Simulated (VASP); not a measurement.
```
TiS2
1.0
    1.70361    -2.95074     0.00000
    1.70361     2.95074     0.00000
    0.00000     0.00000     6.14557
Ti S
1 2
Direct
  0.00000   0.00000   0.00000
  0.33333   0.66667   0.23177
  0.66667   0.33333   0.76823
```

These are PBE GGA, VASP's PBE PAW potentials (set 64) (plane waves; VASP 6.6.1) values and carry that method's errors. Settings: 400 eV cut-off, 12×12×6 Γ-centred mesh, tetrahedra with Blöchl corrections, potentials Ti_sv S.

The cores are frozen, which limits the accuracy of field gradients. Without a dispersion term in the relaxation, distances and binding between the weakly bound layers, chains or molecules are unreliable, and so is what depends on them.

Q: Give the principal components of the electric field gradient (V/Å²) and the asymmetry η at each nucleus.

A: 
```tsv
atom	Vxx	Vyy	Vzz	η
Ti1	9.6	9.6	-19.1	0.00
S2	7.7	7.7	-15.4	0.00
S3	7.7	7.7	-15.4	0.00
```

The compound is TiS2 in the 1T layered structure. It was relaxed first, which changed the volume by +8 %.
